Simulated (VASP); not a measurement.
A VASP calculation is set up with these files.

### POSCAR
```
Sn
1
   -2.9733000000     2.9733000000     1.6218000000
    2.9733000000    -2.9733000000     1.6218000000
    2.9733000000     2.9733000000    -1.6218000000
Sn
2
Direct
  0.2500000000   0.7500000000   0.5000000000
  0.0000000000   0.0000000000   0.0000000000
```

File KPOINTS:
```
Automatic mesh
0
Gamma
10 10 10
0 0 0
```

INCAR:
```
SYSTEM = Sn
PREC = Accurate
ENCUT = 400
EDIFF = 1E-6
NELM = 100
ALGO = Normal
LREAL = .FALSE.
LASPH = .TRUE.
ISMEAR = 1
SIGMA = 0.1
GGA = PE
LMAXMIX = 4
LWAVE = .FALSE.
LCHARG = .FALSE.
ISIF = 2
IBRION = 0
NSW = 3
TEBEG = 300
```

POTCAR, in this order: Sn_d (PBE.64 set). Program: vasp_std.

The resulting files:

standard output:
```
 POSCAR found type information on POSCAR Sn
 POSCAR found :  1 types and       2 ions
 Reading from existing POTCAR

 -----------------------------------------------------------------------------
|                                                                             |
|     EEEEEEE  RRRRRR   RRRRRR   OOOOOOO  RRRRRR      ###     ###     ###     |
|     E        R     R  R     R  O     O  R     R     ###     ###     ###     |
|     E        R     R  R     R  O     O  R     R     ###     ###     ###     |
|     EEEEE    RRRRRR   RRRRRR   O     O  RRRRRR       #       #       #      |
|     E        R   R    R   R    O     O  R   R                               |
|     E        R    R   R    R   O     O  R    R      ###     ###     ###     |
|     EEEEEEE  R     R  R     R  OOOOOOO  R     R     ###     ###     ###     |
|                                                                             |
|     Fatal error! IBRION=0, but no entry for POTIM on file INCAR. MUST       |
|     be specified!                                                           |
|                                                                             |
|       ---->  I REFUSE TO CONTINUE WITH THIS SICK JOB ... BYE!!! <----       |
|                                                                             |
 -----------------------------------------------------------------------------
```

Read the log: what went wrong, and how is it fixed?

The cause: molecular dynamics (IBRION = 0) was asked for without POTIM. VASP stops with an error: Fatal error! IBRION=0, but no entry for POTIM on file INCAR. MUST be specified! ----> I REFUSE TO CONTINUE WITH THIS SICK JOB ... BYE!!! <---- To mend it, set POTIM to the time step in fs (1 to 2 fs suits most solids). The plain static run on this cell (PBE GGA, plane waves, VASP's PBE PAW potentials (set 64)) converges, and its OSZICAR ends with
```
   1 F= -.76095122E+01 E0= -.76093916E+01  d E =-.361571E-03
```

The compound is Sn in the beta structure. The cell was not relaxed at this level.
